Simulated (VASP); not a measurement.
Input:

```xyz
4
Lattice="1.5448 -2.6757 0.0000 1.5448 2.6757 0.0000 0.0000 0.0000 5.0336" Properties=species:S:1:pos:R:3 pbc="T T T"
Ga     1.5448    -0.8919     2.5179
Ga     1.5448     0.8919     0.0011
N      1.5448    -0.8919     4.4134
N      1.5448     0.8919     1.8966
```

These are PBEsol GGA, VASP's PBE PAW potentials (set 64) (plane waves; VASP) values and carry that method's errors. Settings: 620 eV cut-off, 8×8×5 Γ-centred mesh, Gaussian smearing of 0.050 eV, potentials Ga_d N.

### Question
What does the run give for the energy per atom (σ→0), pressure?

### Answer

```
Quantity                           Result
---------------------  ------------------
energy per atom (σ→0)  -628.4 kJ/mol-atom
pressure                        19.86 GPa
```

The compound is GaN in the wurtzite structure. It was relaxed first under an external pressure of 20 GPa.
